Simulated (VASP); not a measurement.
Method: PBEsol GGA, VASP's PBE PAW potentials (set 64) (plane waves; VASP).

VASP input:

**KPOINTS**
```
Automatic
0
Gamma
 9 9 9
```

### POSCAR
```
HfTe
1.0
  0.0000000000   3.1822881090   3.1822881090
  3.1822881090   0.0000000000   3.1822881090
  3.1822881090   3.1822881090   0.0000000000
Hf Te
1 1
Cart
  0.0000000000   3.1822881090   3.1822881090
  1.5911440545   1.5911440545   1.5911440545
```

**INCAR**
```
# general
SYSTEM   =  HfTe
PREC     =  Accurate
ENCUT    =  400   # plane-wave cut-off (eV)
LREAL    =  .False.   # projection in real space or not
LASPH    =  .True.   # aspherical one-centre terms

# electronic loop
EDIFF    =  1E-6   # SCF stop (eV)
NELM     =  100
ALGO     =  Normal   # blocked Davidson
LMAXMIX  =  6   # l cut-off of mixed one-centre charges

# smearing
ISMEAR   =  1   # Methfessel-Paxton
SIGMA    =  0.1

# functional
GGA      =  PS   # PBEsol

# ions
IBRION   =  2
NSW      =  60   # most ionic steps
ISIF     =  3
EDIFFG   =  -0.01

# output
LWAVE    =  .False.
LCHARG   =  .False.
```

POTCAR, in this order: Hf_pv Te (PBE.64 set). Program: vasp_std.

Q: What will the output report for the number of irreducible k-points (NKPTS), number of bands (NBANDS), largest plane-wave count, number of space-group operations, FFT grid (NGX, NGY, NGZ)?

A: 
```
Property                                       Value
--------------------------------------  ------------
number of irreducible k-points (NKPTS)            35
number of bands (NBANDS)                          12
largest plane-wave count                        1211
number of space-group operations                  24
FFT grid (NGX, NGY, NGZ)                30 × 30 × 30
```

The structure was generated: HfTe was put into the zinc blende type (F-43m), which need not be its known phase. It was relaxed first, which changed the volume by -32 %. The start is the result of an earlier pass.
